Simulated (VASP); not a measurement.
Data:

```xyz
3
Lattice="2.2677 -3.9277 0.0000 2.2677 3.9277 0.0000 0.0000 0.0000 5.9565" Properties=species:S:1:pos:R:3 pbc="T T T"
Te     2.8714    -2.8821     3.9710
Te     3.3279     0.0000     0.0000
Te     2.8714     2.8821     1.9855
```

The numbers are results of PBE GGA, VASP's PBE PAW potentials (set 64) (plane waves; VASP), not measurements. Numerical set-up: 520 eV cut-off, Gaussian smearing of 0.050 eV, potentials Te.

Unless said otherwise, spin-orbit coupling is left out, though it shifts the bands of the heavy elements here.

Predict the band gap (along the path) with the smallest direct gap where there is one.

- band gap (along the path) = 0.21 eV
- smallest direct gap (along the path) = 0.23 eV

Only differences to runs with the same potentials and settings are physical.

The compound is Te in the trig structure. It was relaxed first.
